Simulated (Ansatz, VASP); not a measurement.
**Si2Sb: VASP beside Ansatz**

One calculation is typed for both programs; each brings its own data sets and cutoff. How far apart do they land? The cell is invented: As first built, before any earlier steps moved the atoms (in the runner's words): it takes the YSi2 structure with some of its atoms replaced by other elements, volume scaled by an estimate. It may not be a known or stable phase. The cell is taken from a series of VASP runs on this material, whose earlier steps may have relaxed, scaled or displaced it; both programs get it as it stands.

Main program and level: Ansatz 0.2.0; plane waves, with VASP 6.6.1 beside it; band structure at PBE, band structure at LDA and band structure at PBE, spin-orbit coupling.

### Step 1. Starting point

The structure is hexagonal, space group P6/mmm (No. 191). The conventional cell has a = 4.057 Å, b = 4.057 Å, c = 4.407 Å, α = 90.00°, β = 90.00°, γ = 120.00°. Nearest to Sb lie 12 Si at 3.22 Å. Si has 3 Si at 2.34 Å and 6 Sb at 3.22 Å nearest. As first built, before any earlier steps moved the atoms (in the runner's words): sites of the YSi2 structure (space group 191) filled with other elements, volume scaled by an estimate. Farther neighbours are not listed.

Structure file:

```xyz
3
Lattice="4.0566 0.0000 0.0000 -2.0283 3.5131 0.0000 0.0000 0.0000 4.4065" Properties=species:S:1:pos:R:3 pbc="T T T"
Sb    0.0000    0.0000    0.0000
Si    0.0000    2.3421    2.2033
Si    2.0283    1.1710    2.2033
```

### Step 2. VASP: band structure, PBE

With cell and atoms fixed, the geometry can't cause a difference; cores, projectors, grids and the points listed under the comparison can.

Lines of VASP's logs that name or quote its potential files are left out, and so is its time.

INCAR

```
SYSTEM = Si2Sb
PREC = Accurate
ENCUT = 400
EDIFF = 1E-06
NELM = 100
ISMEAR = 0
SIGMA = 0.02
LREAL = .FALSE.
ALGO = Normal
GGA = PE
LORBIT = 11
LWAVE = .FALSE.
LCHARG = .FALSE.
KPAR = 4
```

POSCAR

```
Si2Sb
1.0
    4.0565899002      0.0000000000      0.0000000000
   -2.0282949501      3.5131099905      0.0000000000
    0.0000000000      0.0000000000      4.4065027854
Sb Si
1 2
Direct
    0.0000000000      0.0000000000      0.0000000000
    0.3333333300      0.6666666700      0.5000000000
    0.6666666700      0.3333333300      0.5000000000
```

KPOINTS

```
Automatic mesh
0
Gamma
4 4 3
0 0 0
```

KPOINTS_OPT

```
Line mode
16
Line-mode
Reciprocal
  0.00000000   0.00000000   0.00000000 GAMMA
  0.50000000   0.00000000   0.00000000 M

  0.50000000   0.00000000   0.00000000 M
  0.33333333   0.33333333   0.00000000 K

  0.33333333   0.33333333   0.00000000 K
  0.00000000   0.00000000   0.00000000 GAMMA

  0.00000000   0.00000000   0.00000000 GAMMA
  0.00000000   0.00000000   0.50000000 A

  0.00000000   0.00000000   0.50000000 A
  0.50000000   0.00000000   0.50000000 L

  0.50000000   0.00000000   0.50000000 L
  0.33333333   0.33333333   0.50000000 H

  0.33333333   0.33333333   0.50000000 H
  0.00000000   0.00000000   0.50000000 A

  0.50000000   0.00000000   0.50000000 L
  0.50000000   0.00000000   0.00000000 M

  0.33333333   0.33333333   0.00000000 K
  0.33333333   0.33333333   0.50000000 H
```

Potentials, in the order of the species: Sb and Si (PBE family, release 64).

Command:

```
$ mpirun -np 4 vasp_std
```

Numbers of over 12 decimals in the logs are rounded to 6 here.

The program printed:

```text
[banner, memory and clock lines left out]
running    4 mpi-ranks, on    1 nodes
 distrk:  each k-point on    1 cores,    4 groups
 distr:  one band on    1 cores,    1 groups

 POSCAR found type information on POSCAR SbSi
 POSCAR found :  2 types and       3 ions
 LDA part: xc-table for (Slater+PW92), standard interpolation
 POSCAR, INCAR and KPOINTS ok, starting setup
 FFT: planning ... GRIDC
 FFT: planning ... GRID_SOFT
 FFT: planning ... GRID
 WAVECAR not read
 entering main loop
       N       E                     dE             d eps       ncg     rms          rms(c)
DAV:   1     0.287538330668E+02    0.28754E+02   -0.38472E+03   160   0.773E+02
DAV:   2    -0.117243029325E+02   -0.40478E+02   -0.38623E+02   208   0.127E+02
DAV:   3    -0.136163073371E+02   -0.18920E+01   -0.18166E+01   190   0.276E+01
DAV:   4    -0.136459850467E+02   -0.29678E-01   -0.29083E-01   214   0.395E+00
DAV:   5    -0.136463755716E+02   -0.39052E-03   -0.39043E-03   194   0.339E-01    0.477E+00
DAV:   6    -0.133851704510E+02    0.26121E+00   -0.13736E+00   182   0.480E+00    0.271E+00
DAV:   7    -0.133643465623E+02    0.20824E-01   -0.68348E-02   178   0.178E+00    0.132E+00
DAV:   8    -0.133553264756E+02    0.90201E-02   -0.94494E-03   172   0.666E-01    0.122E-01
DAV:   9    -0.133552489035E+02    0.77572E-04   -0.42902E-04   186   0.164E-01    0.804E-02
DAV:  10    -0.133552392650E+02    0.96385E-05   -0.94011E-05   184   0.600E-02    0.831E-03
DAV:  11    -0.133552370157E+02    0.22492E-05   -0.87386E-06   176   0.201E-02    0.556E-03
DAV:  12    -0.133552368491E+02    0.16661E-06   -0.18503E-06   112   0.825E-03
   1 F= -.13355237E+02 E0= -.13353320E+02  d E =-.383327E-02
 Start KPOINTS_OPT (optional k-point list driver)
k-point batch [1-8\144]
       N       E                     dE             ncg
DAV:   1     0.611424265939E+03    0.11400E+03      160
DAV:   2     0.284937231649E+03   -0.32649E+03      240
DAV:   3     0.274224639898E+03   -0.10713E+02      200
DAV:   4     0.274126937326E+03   -0.97703E-01      214
DAV:   5     0.274125519423E+03   -0.14179E-02      224
DAV:   6     0.274125475056E+03   -0.44368E-04      232
DAV:   7     0.274125474062E+03   -0.99341E-06      200
[...]
k-point batch [137-144\144]
       N       E                     dE             ncg
DAV:   1     0.406125263281E+03   -0.25484E+04      160
DAV:   2     0.164097915301E+03   -0.24203E+03      224
DAV:   3     0.156091521440E+03   -0.80064E+01      190
DAV:   4     0.155859230072E+03   -0.23229E+00      270
DAV:   5     0.155857145390E+03   -0.20847E-02      212
DAV:   6     0.155857094732E+03   -0.50658E-04      252
DAV:   7     0.155857092084E+03   -0.26480E-05      224
DAV:   8     0.155857092029E+03   -0.55099E-07      182
```

From OUTCAR (step 2):

```text
ion  position               nearest neighbor table
   1  0.000  0.000  0.000-   2 3.22   3 3.22   2 3.22   3 3.22   3 3.22   3 3.22   2 3.22   2 3.22
                             3 3.22   3 3.22   2 3.22   2 3.22
   2  0.333  0.667  0.500-   3 2.34   3 2.34   3 2.34   1 3.22   1 3.22   1 3.22   1 3.22   1 3.22
                             1 3.22
   3  0.667  0.333  0.500-   2 2.34   2 2.34   2 2.34   1 3.22   1 3.22   1 3.22   1 3.22   1 3.22
                             1 3.22

  LATTYP: Found a hexagonal cell.
 ALAT       =     4.0565899002
 C/A-ratio  =     1.0862578900

 Subroutine GETGRP returns: Found 24 space group operations
 (whereof 24 operations were pure point group operations)

The static configuration has the point symmetry D_6h.

 Found      8 irreducible k-points:

   k-points           NKPTS =      8   k-points in BZ     NKDIM =      8   number of bands    NBANDS=     10

   dimension x,y,z NGX =    28 NGY =   28 NGZ =   30
   dimension x,y,z NGXF=    56 NGYF=   56 NGZF=   60

   ENCUT  =  400.0 eV  29.40 Ry    5.42 a.u.   6.62  6.62  7.19*2*pi/ulx,y,z

   NELECT =      13.0000    total number of electrons

 k-points in reciprocal lattice and weights: Automatic mesh
   0.00000000  0.00000000  0.00000000       0.021
   0.25000000  0.00000000  0.00000000       0.125
   0.50000000  0.00000000  0.00000000       0.062
   0.25000000  0.25000000  0.00000000       0.125
   0.00000000  0.00000000  0.33333333       0.042
   0.25000000  0.00000000  0.33333333       0.250
   0.50000000  0.00000000  0.33333333       0.125
   0.25000000  0.25000000  0.33333333       0.250

 average (electrostatic) potential at core
       1 -85.1686       2 -82.1792       3 -82.1792

 E-fermi :   8.1619

 k-point     1 :       0.0000    0.0000    0.0000
  band No.  band energies     occupation
    ...
      4       5.4136      2.00000
      5       5.4136      2.00000
      6       6.9931      2.00000
      7       6.9931      2.00000
      8       7.2683      2.00000
      9      10.8015      0.00000
     10      12.8076      0.00000

 k-point     2 :       0.2500    0.0000    0.0000
  band No.  band energies     occupation
    ...
      2       0.5195      2.00000
      3       2.4994      2.00000
      4       3.9589      2.00000
      5       4.1067      2.00000
      6       6.4366      2.00000
      7       8.9808      0.00000
      8       9.7066      0.00000
      9       9.7208      0.00000
     10      11.5695      0.00000

 k-point     3 :       0.5000    0.0000    0.0000
  band No.  band energies     occupation
    ...
      4       3.4641      2.00000
      5       5.9582      2.00000
      6       6.4118      2.00000
      7       6.7902      2.00000
      8       7.9154      2.00000
      9       9.8512      0.00000
     10      10.9085      0.00000

  Total        0.9228966      0.9228966     -1.0980028      0.0000000      0.0000000      0.0000000
  in kB       23.5459772     23.5459783    -28.0134845      0.0000000      0.0000000      0.0000000
  external PRESSURE =       6.3594904 kB  Pullay stress =       0.0000000 kB

  energy-cutoff  :      400.00
  volume of cell :       62.80
      direct lattice vectors                 reciprocal lattice vectors
     4.056589900  0.000000000  0.000000000     0.246512471  0.142324038  0.000000000
    -2.028294950  3.513109990  0.000000000     0.000000000  0.284648076  0.000000000
     0.000000000  0.000000000  4.406502785     0.000000000  0.000000000  0.226937335

 POSITION                                       TOTAL-FORCE (eV/Angst)
 -----------------------------------------------------------------------------------
      0.00000      0.00000      0.00000         0.000000      0.000000      0.000000
     -0.00000      2.34207      2.20325         0.000000      0.000000      0.000000
      2.02829      1.17104      2.20325        -0.000000     -0.000000      0.000000
 -----------------------------------------------------------------------------------
    total drift:                               -0.000000     -0.000000      0.000000

  FREE ENERGIE OF THE ION-ELECTRON SYSTEM (eV)
  ---------------------------------------------------
  free  energy   TOTEN  =       -13.3552368491 eV

  energy  without entropy=      -13.3514035775  energy(sigma->0) =      -13.35332021

 total charge
# of ion       s       p       d       tot
------------------------------------------
    1        1.231   1.058   0.034   2.323
    2        0.838   0.766   0.000   1.604
    3        0.838   0.766   0.000   1.604
--------------------------------------------------
tot          2.908   2.590   0.034   5.532

[... 3 further parts left out ...]
```

The run ends at a pressure of 0.64 GPa.

### Step 3. Ansatz: band structure, PBE

Ansatz runs on its default PAW (the set named soft_2) files.

The same cell, functional, mesh and smearing now go to Ansatz, which takes its cutoff from its data sets.

input.yaml

```yaml
crystal:
  lattice:
    - [4.0565899002, 0.0, 0.0]
    - [-2.0282949501, 3.5131099905, 0.0]
    - [0.0, 0.0, 4.4065027854]
  atoms:
    - { symbol: Sb, position: [0.0, 0.0, 0.0] }
    - { symbol: Si, position: [0.33333333, 0.66666667, 0.5] }
    - { symbol: Si, position: [0.66666667, 0.33333333, 0.5] }
hamiltonian:
  xc: pbe
  pseudopotentials: { kind: paw }
kpoints:
  mp_grid: { grid: [4, 4, 3] }
  band_path:
    path:
      - [0.0, 0.0, 0.0]
      - [0.13333, 0.0, 0.0]
      - [0.3, 0.0, 0.0]
      - [0.46667, 0.0, 0.0]
      - [0.46667, 0.06667, 0.0]
      - [0.41111, 0.17778, 0.0]
      - [0.35556, 0.28889, 0.0]
      - [0.28889, 0.28889, 0.0]
      - [0.17778, 0.17778, 0.0]
      - [0.06667, 0.06667, 0.0]
      - [0.0, 0.0, 0.03333]
      - [0.0, 0.0, 0.2]
      - [0.0, 0.0, 0.36667]
      - [0.0, 0.0, 0.5]
      - [0.16667, 0.0, 0.5]
      - [0.3, 0.0, 0.5]
      - [0.46667, 0.0, 0.5]
      - [0.46667, 0.06667, 0.5]
      - [0.41111, 0.17778, 0.5]
      - [0.35556, 0.28889, 0.5]
      - [0.28889, 0.28889, 0.5]
      - [0.17778, 0.17778, 0.5]
      - [0.06667, 0.06667, 0.5]
      - [0.5, 0.0, 0.46667]
      - [0.5, 0.0, 0.3]
      - [0.5, 0.0, 0.13333]
      - [0.33333, 0.33333, 0.0]
      - [0.33333, 0.33333, 0.16667]
      - [0.33333, 0.33333, 0.33333]
      - [0.33333, 0.33333, 0.5]
    npoints: 1
scf:
  occupations: { method: gaussian, width: 0.02 }
  n_extra_bands: 7
output:
  forces: true
  stress: true
  eigenvalues: true
  write_density: true
  write_potential: true
  elf: true
  volumetric_format: npy
```

Command:

```
$ ansatz run input.yaml --threads 2 --pin off --max-ram 4608MiB --backend cpu --events-out ev --progress --plain --runs-dir out
```

The program printed:

```text
scf.n_extra_bands = 7 over 12 filled bands (N_el = 23.0): the run solves 19 bands
Engine: ansatz 0.2.0, aarch64-unknown-linux-gnu
Pseudopotentials: kind: paw
Pseudopotential: Sb, paw, valence charge 15, recommended cutoff 420 eV (normal), Sb.paw.azcp
Pseudopotential: Si, paw, valence charge 4, recommended cutoff 420 eV (normal), Si.paw.azcp
Functional definition: PBE
  parameter kappa = 0.804
  parameter beta = 0.066725
  exchange = pbe_x(kappa = kappa, mu = beta*pi^2/3)
  correlation = pbe_c(beta = beta)
Crystal: 3 atoms, lattice volume = 62.798 Å³
Basis set: ecut = 420 eV, 1215 PW (Γ), exchange–correlation on 60×60×60 points (8 copies of the dense FFT grid, shifted against one another)
Bands: 19, of which v1, the nominal top of the filled ones, is band 12 counted from 1 (11 counted from 0)
Symmetry: 24 space group operations
Space group: P6/mmm (ITA 191), of the structure as read, at distance tolerance 4.0e-5 Å
k-points: 8 of 48
Non-local potential: Sb, projectors of the file, l = 0: 2, l = 1: 2, l = 2: 2, l = 3: 2
Non-local potential: Si, projectors of the file, l = 0: 2, l = 1: 2, l = 2: 2
PAW form: soft (Blöchl's): semilocal exchange-correlation on the pseudo side does not see the compensation charge
PAW one-centre angular grid: Sb, 590 points (default); XC on 64 Gauss nodes
PAW one-centre angular grid: Si, 110 points (default); XC on 64 Gauss nodes
Initial density: superposition of atomic densities (neutral atoms: chi_scale 0, normalization atom), corrected by the library's trained network
Initial wavefunctions: pseudopotential atomic-orbital guess
Functional: x = pbe(κ = 0.804, μ = 0.219515), c = pbe(β = 0.066725)
SCF iter   1: F=—  HF=-7754.484023 eV  |F-HF|=—  |Δ(HF+E_count)|=         —  Δρ=6.62e-3  dr2=4.31e-2  ethr=1.77e-3  ⟨swp⟩=6.4  Hψ=901  notcnv=0
preconditioner: auto → Resta (q_TF=auto, 2.308 Å⁻¹)  ε∞=3.9  [insulator: Δε(μ)=0.181 eV  Ē_g=9.906 eV  σ=0.020 eV  W_gap=0.66  n_scr=20 (ndim 8)  ℏωp=16.9 eV  f_vac=0.000  D(μ)=19.28/eV (n_scr^D=442)  ε∞_Penn≈3.9]
SCF iter   2: F=—  HF=-7754.475518 eV  |F-HF|=—  |Δ(HF+E_count)|=   8.51e-3  Δρ=3.62e-3  dr2=9.44e-3  ethr=1.87e-4  ⟨swp⟩=2.0  Hψ=250  notcnv=0  defer=16
SCF iter   3: F=—  HF=-7754.473829 eV  |F-HF|=—  |Δ(HF+E_count)|=   1.69e-3  Δρ=9.74e-4  dr2=6.92e-4  ethr=4.10e-5  ⟨swp⟩=2.0  Hψ=170  notcnv=0  defer=18
SCF iter   4: F=—  HF=-7754.473760 eV  |F-HF|=—  |Δ(HF+E_count)|=   6.92e-5  Δρ=1.55e-4  dr2=1.54e-5  ethr=3.01e-6  ⟨swp⟩=2.9  Hψ=234  notcnv=0  defer=18
SCF iter   5: F=—  HF=-7754.473775 eV  |F-HF|=—  |Δ(HF+E_count)|=   1.47e-5  Δρ=4.00e-5  dr2=1.09e-6  ethr=6.68e-8  ⟨swp⟩=2.0  Hψ=162  notcnv=0  defer=18
SCF iter   6: F=-7754.473775 eV  HF=-7754.473775 eV  |F-HF|=4.70e-9  |Δ(HF+E_count)|=   4.18e-7  Δρ=4.91e-6  dr2=1.27e-8  ethr=4.35e-10  ⟨swp⟩=13.2  Hψ=1218  notcnv=0
SCF 1 converged in 6 iterations: F = -7754.473775 eV  dr2 = 1.27e-8
  greatest PAW one-centre occupation: 0.996 electrons in one spin orbital (limit 2), on the Sb atom at site 0 (counted from 0), in its partial waves of l = 2
NSCF: frozen V_eff on 30 k-points
SCF converged after 6 iterations
Free energy (F): -7754.473775 eV
Harris-Foulkes:  -7754.473775 eV  (|F-HF|=4.70e-9)
Internal energy: -7754.469957 eV  (E = F + TS)
E sigma→0 (E₀):  -7754.471866 eV
Entropy (-TS):   -0.003819 eV (-1.273 meV/atom)
Fermi energy:    9.770434 eV
--- Per-component energies (eV) ---
  E_band       = -143.276487
  E_kinetic    = 286.102075
  E_local      = -1734.835034  (includes V_loc(G=0)·N_el)
  E_nonlocal   = 413.585672
  E_hartree    = 789.550800
  E_xc         = -249.023677
  E_vxc        = -189.897066  (∫ρ·V_xc dr)
  E_paw        = -5599.275861  (= ΣΔE_a)
  E_vpaw       = -497.332574  (= ΣTr[D̂ρ^β])
  E_aug_tail   = 0.000012  (compensation charges beyond the density's cutoff)
  E_ewald      = -1660.573945
  E_smearing   = -0.003819  (= −TS)
  E_closure    = -0.000000  (closes the sum)
  Σ components = -7754.473775   (vs F -7754.473775, Δ=0.00e0)
--- Forces (eV/Å), atoms counted from 1 ---
  atom   1  Sb    -0.00000000    -0.00000000     0.00000000
  atom   2  Si     0.00000000    -0.00000000     0.00000000
  atom   3  Si     0.00000000     0.00000000    -0.00000000
  max |Σ_I F_I| component: 3.94e-31 eV/Å
--- Stress (GPa, compression-positive) ---
        2.505308       0.000000       0.000000
        0.000000       2.505308      -0.000000
        0.000000      -0.000000      -2.651612
  P = ⅓ Tr σ = 0.7863 GPa (7.863 kbar)
--- Band table (eV; the first three rows and the last of 8) ---
  k-point 0: bands = [... 8 lower, 7.0248, 7.0248, 8.6025, 8.6025, 8.8781, 12.4151, 14.4050, 14.6602, ... 3 higher]
  k-point 1: bands = [... 8 lower, 7.1519, 8.2043, 9.2339, 9.4770, 9.4770, 12.0037, 12.0311, 12.0311, ... 3 higher]
  k-point 2: bands = [... 8 lower, 5.5701, 5.7173, 8.0459, 10.5899, 11.3151, 11.3316, 13.1810, 13.4348, ... 3 higher]
  k-point 7: bands = [... 8 lower, 3.9112, 5.7512, 6.8892, 10.0667, 11.7800, 12.6902, 13.4508, 14.8433, ... 3 higher]
```

The job ended after 2.1 s (2 threads of Arm Neoverse V2, shared host; peak memory 0.29 GiB; 1.8 s of CPU time).

The column dr2 measures how far the density is from self-consistency, as an energy; F and HF (Harris–Foulkes) agree once it is small.

### Step 4. Side by side

Known differences besides the potentials themselves: the data sets hold 23 valence electrons in Ansatz (default PAW (the set named soft_2) files) and 13 in VASP; the cutoff is 420 eV in Ansatz and 400 eV in VASP; VASP leaves aspherical gradient terms in its spheres out (LASPH is not set), Ansatz keeps them. Total energies have different zeros and are not compared.

The two programs side by side:

| quantity | Ansatz | VASP | difference |
| --- | --- | --- | --- |
| pressure (GPa) | 0.79 | 0.64 | +0.15 |

Levels from 3 eV below to 2 eV above the Fermi level differ by 1 meV r.m.s. and 3 meV at most; each VASP level is matched to the nearest of Ansatz, which flatters the figure a little. Ansatz's pressure holds a Pulay correction of 0.03 GPa; VASP's holds none.

### Step 5. Ansatz: band structure, LDA

A single point gives forces, pressure and levels at one fixed geometry, so differences don't come from the geometry; what else differs is listed under the comparison.

The cell is taken from a series of VASP runs on this material, whose earlier steps may have relaxed, scaled or displaced it; both programs get it as it stands.

input.yaml: that of step 3 with these lines changed.

```diff
@@ -10,3 +10,3 @@
 hamiltonian:
-  xc: pbe
+  xc: lda
   pseudopotentials: { kind: paw }
@@ -54,5 +54 @@
   eigenvalues: true
-  write_density: true
-  write_potential: true
-  elf: true
-  volumetric_format: npy
```

The program printed:

```text
[...]
Crystal: 3 atoms, lattice volume = 62.798 Å³
Basis set: ecut = 420 eV, 1215 PW (Γ)
Bands: 19, of which v1, the nominal top of the filled ones, is band 12 counted from 1 (11 counted from 0)
Symmetry: 24 space group operations
[...]
k-points: 8 of 48
[...]
k-point 0: bands = [... 8 lower, 6.8167, 6.8167, 8.3471, 8.3471, 8.5637, 12.1871, 14.0368, 14.3500, ... 3 higher]
  k-point 1: bands = [... 8 lower, 6.9418, 7.8957, 8.9076, 9.2146, 9.2146, 11.6577, 11.7719, 11.7719, ... 3 higher]
  k-point 2: bands = [... 8 lower, 5.3387, 5.5040, 7.7910, 10.3132, 11.0357, 11.0761, 12.8752, 13.1525, ... 3 higher]
  k-point 7: bands = [... 8 lower, 3.6910, 5.5062, 6.6521, 9.7874, 11.5079, 12.4151, 13.1476, 14.5364, ... 3 higher]
[key lines of the parts left out:]
SCF converged after 6 iterations
Free energy (F): -7551.598816 eV
Fermi energy:    9.483101 eV
P = ⅓ Tr σ = -2.3641 GPa (-23.641 kbar)
```

It took 2.9 s on 2 threads; peak memory 0.27 GiB.

(Part 1 of 2 ends here.)

[Lines on the potential files, build, host, timing and source positions are cut from VASP's logs without a mark.]

[Logs are printed without paths, hosts, clocks, repeated set-up lines and the standing remarks that a program may print on its own settings, such as how far it seeks lower states.]

[Hosts, paths, dates, database ids (printed as entryN), source tags and the programs' standing remarks are cut or masked in the printed files.]
